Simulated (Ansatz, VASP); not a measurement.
# Ti2WSNOF2 (2H-WOS under Ti2NF2 MXene, AA') in two plane-wave programs

Wanted: the spread between two codes on one cell, functional and k mesh. Of the first pair: The structure shown is the start of the Ansatz relaxation below; VASP solves that cell, so the two are compared at the walk's first step.

Method: plane waves, with VASP 6.6.1 beside it; single point at PBE with D4, in Ansatz 0.2.0.

**1. The starting structure**

The cell holds 8 atoms: 1 S, 1 W, 1 O, 2 F, 2 Ti and 1 N. Its edges and angles: a = 3.041 Å, b = 3.041 Å, c = 51.395 Å, α = 90.0°, β = 90.0°, γ = 120.0°. Vacuum lies along c.

**2. Ansatz: relaxation, PBE with D4**

Ansatz runs on its default PAW (the set named soft_2) files.

The two programs are compared at the cell with which this relaxation starts, whose forces are those of its first step.

Contents of input.yaml:

```yaml
crystal:
  lattice:
    - [3.040848, 0.0, 0.0]
    - [-1.520424, 2.633451617, 0.0]
    - [0.0, 0.0, 51.3945901266]
  atoms:
    - { symbol: S, position: [0.3333333333, 0.6666666667, 0.4008203966] }
    - { symbol: W, position: [0.0, 0.0, 0.4360802105] }
    - { symbol: O, position: [0.3333333333, 0.6666666667, 0.4596243262] }
    - { symbol: F, position: [0.0, 0.0, 0.5141047685] }
    - { symbol: Ti, position: [0.6666666667, 0.3333333333, 0.5333895419], spin: 1.0 }
    - { symbol: "N", position: [0.3333333333, 0.6666666667, 0.5566421859] }
    - { symbol: Ti, position: [0.0, 0.0, 0.57989483], spin: 1.0 }
    - { symbol: F, position: [0.6666666667, 0.3333333333, 0.5991796034] }
  periodic: [true, true, false]
magnetization:
  spin_polarized: true
kpoints:
  mp_grid: { grid: [12, 12, 1] }
hamiltonian:
  xc: pbe
  dispersion: d4
scf:
  occupations: { method: fermi_dirac, width: 0.05 }
  convergence: { dr2_threshold: 1.0e-09 }
relax:
  f_tol: 0.004
  max_steps: 90
  cell: {}
output:
  write_potential: true
  write_density: true
  volumetric_format: npy
```

Launch:

```
> ansatz run input.yaml --threads 4 --pin off --max-ram 6144MiB --backend cpu --events-out ev --progress --plain --runs-dir out
```

Numbers of over 12 decimals in the logs are rounded to 6 here.

What it wrote:

```text
Warning: relax.cell: scf.convergence.dr2_threshold = 1e-9 eV is looser than the 1.96164267389e-10 eV advised for a relaxation that steers and ends on the stress (1e-10 eV for each atom of the cell: 8, times the square of relax.cell.stress_2d_tol = 0.05 N/m over 20.2 Å (the atoms' height at the walk's start and 5 Å past either face), 2.476e-2 GPa, over a crystal's default 0.05). What an SCF threshold leaves in a stress goes as its square root, and in the free energy as the threshold itself, and one threshold admits the most on a small cell: [figures from the program's tests cut] Set scf.convergence.dr2_threshold to 1.96164267389e-10 eV or tighter. [rest of the remark cut]
Engine: ansatz 0.2.0, aarch64-unknown-linux-gnu
Pseudopotentials: kind: paw
Pseudopotential: S, paw, valence charge 6, recommended cutoff 420 eV (normal), S.paw.azcp
Pseudopotential: W, paw, valence charge 14, recommended cutoff 420 eV (normal), W.paw.azcp
Pseudopotential: O, paw, valence charge 6, recommended cutoff 420 eV (normal), O.paw.azcp
Pseudopotential: F, paw, valence charge 7, recommended cutoff 420 eV (normal), F.paw.azcp
Pseudopotential: Ti, paw, valence charge 12, recommended cutoff 420 eV (normal), Ti.paw.azcp
Pseudopotential: N, paw, valence charge 5, recommended cutoff 420 eV (normal), N.paw.azcp
Functional definition: PBE
  parameter kappa = 0.804
  parameter beta = 0.066725
  exchange = pbe_x(kappa = kappa, mu = beta*pi^2/3)
  correlation = pbe_c(beta = beta)
Crystal: 8 atoms, lattice volume = 411.564 Å³
Basis set: ecut = 420 eV, 7947 PW (Γ), exchange–correlation on 48×48×720 points (8 copies of the dense FFT grid, shifted against one another)
Bands: 44, of which v1, the nominal top of the filled ones, is band 35 counted from 1 (34 counted from 0)
Symmetry: 6 space group operations
Space group: P3m1 (ITA 156), of the structure as read, at distance tolerance 7.4e-5 Å
Magnetic group: BNS 156.49 (UNI 1279), of the structure as read, at distance tolerance 7.4e-5 Å
k-points: 19 of 144 (time reversal used)
Non-local potential: S, projectors of the file, l = 0: 2, l = 1: 2, l = 2: 2
Non-local potential: W, projectors of the file, l = 0: 3, l = 1: 2, l = 2: 2, l = 3: 1
Non-local potential: O, projectors of the file, l = 0: 2, l = 1: 2, l = 2: 1
Non-local potential: F, projectors of the file, l = 0: 2, l = 1: 2, l = 2: 1
Non-local potential: Ti, projectors of the file, l = 0: 3, l = 1: 2, l = 2: 3, l = 3: 1
Non-local potential: N, projectors of the file, l = 0: 2, l = 1: 2, l = 2: 1
PAW form: soft (Blöchl's): semilocal exchange-correlation on the pseudo side does not see the compensation charge
PAW one-centre angular grid: S, 110 points (default); XC on 64 Gauss nodes
PAW one-centre angular grid: W, 590 points (default); XC on 64 Gauss nodes
PAW one-centre angular grid: O, 110 points (default); XC on 64 Gauss nodes
PAW one-centre angular grid: F, 110 points (default); XC on 64 Gauss nodes
PAW one-centre angular grid: Ti, 590 points (default); XC on 64 Gauss nodes
PAW one-centre angular grid: N, 110 points (default); XC on 64 Gauss nodes
Starting moments: Σ|m| = 2 μB on 2 of 8 sites
Initial wavefunctions: pseudopotential atomic-orbital guess
Functional: x = pbe(κ = 0.804, μ = 0.219515), c = pbe(β = 0.066725)
SCF iter   1: F=—  HF=-18869.213723 eV  |F-HF|=—  |Δ(HF+E_count)|=         —  Δρ=3.63e-2 (↑3.63e-2 ↓3.18e-2)  dr2=2.57e1  dr2_m=3.01e-1  M=0.932 μB ∫|m|=0.995 μB  β_m=0.30  ethr=3.10e-3  ⟨swp⟩=14.0  Hψ=11295  notcnv=0
Mixer restart at iter 1: flushing history
preconditioner: auto → LDOS  [metal: Δε(μ)=0.049 eV  Ē_g=10.369 eV  σ=0.050 eV  W_gap=0.24  n_scr=32 (ndim 8)  ℏωp=11.7 eV  f_vac=0.734  D(μ)=1.76/eV (n_scr^D=14)]
spin=Collinear: LDOS preconditioning applied to the charge; magnetization (m = ρ↑ − ρ↓) channel mixes plain (no charge-response kernel on spin).
SCF iter   2: F=—  HF=-18867.169815 eV  |F-HF|=—  |Δ(HF+E_count)|=    2.04e0  Δρ=3.30e-2 (↑3.30e-2 ↓2.22e-2)  dr2=3.01e2  dr2_m=2.77e-1  M=0.670 μB ∫|m|=0.796 μB  β_m=0.15  ethr=3.10e-3  ⟨swp⟩=6.1  Hψ=4677  notcnv=0  defer=95  recentre
SCF iter   3: F=—  HF=-18865.417830 eV  |F-HF|=—  |Δ(HF+E_count)|=    1.75e0  Δρ=2.44e-2 (↑2.44e-2 ↓2.07e-2)  dr2=1.16e1  dr2_m=2.16e-1  M=0.854 μB ∫|m|=0.925 μB  β_m=0.33  ethr=3.10e-3  ⟨swp⟩=5.1  Hψ=4277  notcnv=0  defer=73
[...]
SCF iter   4: F=-18864.317675 eV  HF=-18864.317675 eV  |F-HF|=9.31e-10  |Δ(HF+E_count)|=   1.08e-9  Δρ=4.25e-7 (↑4.25e-7 ↓4.13e-7)  dr2=6.29e-10  dr2_m=2.00e-11  M=0.000 μB ∫|m|=0.000 μB  ethr=1.45e-12  ⟨swp⟩=16.1  Hψ=15708  notcnv=0
the starting moments were not kept: the SCF closed with an absolute magnetisation of 1.2e-5 μB, where they sum to 2 μB in size (2 sites). That is at most 0.1 of that sum. Measured as dr2_m measures the in/out step, that magnetisation stands 3.5e-11 eV from none, at or under the dr2_threshold of 1.0e-9 eV: it is no larger than a step whose dr2_m would equal this threshold.
SCF 10 converged in 4 iterations: F = -18864.317675 eV  dr2 = 6.29e-10
relax step  10: F+E_penalty+E_count = -18864.31767525 eV  Δ(F+E_penalty+E_count) = +1.698e-4 eV  max|allowed force component| = 5.123e-4 eV/Å  Δτ_max = 0.0000 Å  P = -0.007 N/m  Ω = 402.922 Å³  fix = [c, alpha, beta]  reactions: c -0.000 N/m  stress off target by 7.44e-3 N/m on what of the cell is left free  SCF on the basis re-selected at this cell (its energy is not comparable with the rows above)  (4 SCF iters)
basis re-selected at this cell: Δ(F+E_penalty+E_count) = +1.698e-4 eV, ΔP = -0.003 N/m vs the last step (what re-selecting the basis moved, of the pressure what is left beyond the Pulay correction that the steps carried, after the strain that the cell walked since its last selection, with what the two solves' SCF thresholds leave and, on support functions, any second-order correction that the steps lacked; it is no m [...]
WARN: The output density's exchange-correlation potential varies sharply where the density is thin. Do not read a vacuum level from v_tot or v_xc, or from such a field of the output density. On a cell that repeats whose density bears no net charge and no dipole along the vacuum's axis use v_es (v_loc + v_h of the components); under efield.dipole_correction with no amplitude use v_es + v_field, which holds any externa [...]
SCF converged after 4 iterations
Magnetization: 0.0000 μB (34.5000 up, 34.5000 down)
Absolute magnetization: 0.0000 μB (∫|ρ↑−ρ↓|, with the PAW one-centre terms)
Spin contamination: 0.0000 ħ² per cell (⟨S²⟩ above its minimum at these occupations)
Per-site moments (μB) at R_I (Å): [(-6.459087415606838e-9, 0.982218), (2.3281916487926033e-8, 0.861902), (-2.942728680009274e-8, 0.861902), (6.02488569267858e-8, 0.881521), (3.303781457625364e-6, 0.845294), (-1.2147165449336853e-6, 0.845085), (3.985407134095781e-6, 0.845085), (2.882683814011954e-8, 0.885243)]
Free energy (F): -18864.317675 eV
Harris-Foulkes:  -18864.317675 eV  (|F-HF|=9.31e-10)
Internal energy: -18864.299239 eV  (E = F + TS)
E sigma→0 (E₀):  -18864.308457 eV
Entropy (-TS):   -0.018437 eV (-2.305 meV/atom)
Fermi energy:    -3.870693 eV
--- Per-component energies (eV) ---
  E_band       = -1719.485994
  E_kinetic    = 1830.192933
  E_local      = -503064.564884  (includes V_loc(G=0)·N_el)
  E_nonlocal   = 283.852232
  E_hartree    = 250419.874909
  E_xc         = -856.302609
  E_vxc        = -950.527919  (∫ρ·V_xc dr)
  E_paw        = -11944.043554  (= ΣΔE_a)
  E_vpaw       = -658.192966  (= ΣTr[D̂ρ^β])
  E_aug_tail   = 0.006743  (compensation charges beyond the density's cutoff)
  E_ewald      = 244468.449425
  E_disp       = -1.764434  (pairwise vdW)
  E_smearing   = -0.018437  (= −TS)
  E_closure    = 0.000000  (closes the sum)
  Σ components = -18864.317675   (vs F -18864.317675, Δ=0.00e0)
--- Forces (eV/Å), atoms counted from 1 ---
  atom   1  S      0.00000000     0.00000000    -0.00051213
  atom   2  W     -0.00000000    -0.00000000     0.00041035
  atom   3  O      0.00000000    -0.00000000     0.00004928
  atom   4  F     -0.00000000    -0.00000000    -0.00045847
  atom   5  Ti     0.00000000     0.00000000     0.00032279
  atom   6  N     -0.00000000     0.00000000    -0.00004255
  atom   7  Ti     0.00000000    -0.00000000     0.00028061
  atom   8  F      0.00000000     0.00000000    -0.00004818
  max |Σ_I F_I| component: 1.71e-6 eV/Å
--- 2D stress c σ (N/m, compression-positive) ---
       -0.007439      -0.000000      -0.000000
       -0.000000      -0.007439      -0.000000
       -0.000000      -0.000000      -0.000000
  P = ½ c Tr σ = -0.0074 N/m
--- Band table (eV; the first three rows and the last of 38) ---
  k-point 0 ↑: bands = [... 31 lower, -7.6336, -5.3477, -4.4939, -4.4939, -3.9458, -3.0472, -3.0472, -2.5739, ... 5 higher]
  k-point 1 ↑: bands = [... 31 lower, -7.7423, -5.4882, -4.6382, -4.3732, -3.9241, -3.1494, -3.0352, -2.7103, ... 5 higher]
  k-point 2 ↑: bands = [... 31 lower, -7.9440, -5.9569, -5.0261, -4.0431, -3.7952, -3.3219, -3.0686, -2.8282, ... 5 higher]
  k-point 18 ↓: bands = [... 31 lower, -8.5816, -6.3270, -3.9466, -3.8547, -3.7595, -3.7277, -2.2316, -2.1726, ... 5 higher]
  the weakly bound empty levels are not read free of the cell's end (no_gap_told)
--- Relaxed structure (8 steps of the walk, 8 accepted, 2 SCFs on fresh bases) ---
  F+E_penalty+E_count = -18864.31767525 eV   max|allowed force component| = 5.123e-4 eV/Å   (the final SCF, on the basis selected at the relaxed cell)
  cell:  # Å, volume = 402.9222 Å³
    - [3.008753, 0, 0]
    - [-1.504377, 2.605657, 0]
    - [0, 0, 51.3945901266]
  atoms:
    - { symbol: S, position: [0.333333, 0.666667, 0.406480] }
    - { symbol: W, position: [-1.3281835308303635e-17, -3.2381504885438663e-17, 0.438167] }
    - { symbol: O, position: [0.333333, 0.666667, 0.460761] }
    - { symbol: F, position: [-3.0166803064915166e-17, -3.238150488544194e-17, 0.509443] }
    - { symbol: Ti, position: [0.666667, 0.333333, 0.533662] }
    - { symbol: N, position: [0.333333, 0.666667, 0.554813] }
    - { symbol: Ti, position: [-2.8384482871784326e-17, -3.2381504885441985e-17, 0.575946] }
    - { symbol: F, position: [0.666667, 0.333333, 0.600465] }
```

Reading the cycles: dr2 is the Hartree energy of the density residual (eV), the measure of convergence; HF is the Harris–Foulkes estimate of the energy, which meets the free energy F at convergence.

(Part 1 of 3 ends here.)

[Lines on the potential files, build, host, timing and source positions are cut from VASP's logs without a mark.]

[Logs are printed without paths, hosts, clocks, repeated set-up lines and the standing remarks that a program may print on its own settings, such as how far it seeks lower states.]

[Hosts, paths, dates, database ids (printed as entryN), source tags and the programs' standing remarks are cut or masked in the printed files.]
